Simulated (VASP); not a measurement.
VASP runs on Mg2Ge (space group Fm-3m) share one base input (PBE GGA, plane waves, VASP's PBE PAW potentials (set 64)) and change the settings named in each case.

### INCAR
```
SYSTEM=Mg2Ge
PREC=Accurate; ENCUT=300; LREAL=.False.
LASPH=.True.
EDIFF=1E-6; NELM=100; ALGO=Normal
LMAXMIX=4
ISMEAR=-1; SIGMA=0.02
GGA=PE
ISIF=2
LWAVE=.False.; LCHARG=.False.
```

File KPOINTS:
```
Automatic mesh
0
Gamma
7 7 7
0 0 0
```

**POSCAR**
```
Mg2Ge
1
    0.0000000000     3.1950000000     3.1950000000
    3.1950000000     0.0000000000     3.1950000000
    3.1950000000     3.1950000000     0.0000000000
Mg Ge
2 1
Direct
  0.2500000000   0.2500000000   0.2500000000
  0.7500000000   0.7500000000   0.7500000000
  0.0000000000   0.0000000000   0.0000000000
```

POTCAR, in this order: Mg Ge_d (PBE.64 set). Program: vasp_std.

```
change                                                                                                                          E(σ→0) (eV/atom)  pressure (GPa)
------------------------------------------------------------------------------------------------------------------------------  ----------------  --------------
base run                                                                                                                                 -2.7822            0.03
GGA removed, POTCAR Mg Ge_d (LDA.64 set)                                                                                                 -3.2824               ?
GGA_COMPAT = .FALSE., LNONCOLLINEAR = .TRUE., LSORBIT = .TRUE., MAGMOM = 0.0 0.0 0.0 0.0 0.0 0.0 0.0 0.0 0.0, program vasp_ncl           -2.7852               ?
KPOINTS 1×1×1 Γ-centred mesh                                                                                                              1.6032            8.69
```

Problem. Some entries are withheld; supply them.

Solution. 
- GGA_COMPAT = .FALSE., LNONCOLLINEAR = .TRUE., LSORBIT = .TRUE., MAGMOM = 0.0 0.0 0.0 0.0 0.0 0.0 0.0 0.0 0.0, program vasp_ncl, pressure (GPa): 0.00
- GGA removed, POTCAR Mg Ge_d (LDA.64 set), pressure (GPa): -3.43

Energies of different potentials or functionals have different zeros.  At 300 eV the pressure can carry a Pulay error.

Left out are runs that ran out of time, are held back, or changed the cell or the kind of run, fixed moments of cells without a moment, rows past the twelfth, gaps on odd meshes, pressures of charged cells and columns that move by less than the noise.

The structure is a typed Mg2Ge crystal (Fm-3m). The cell was not relaxed at this level.
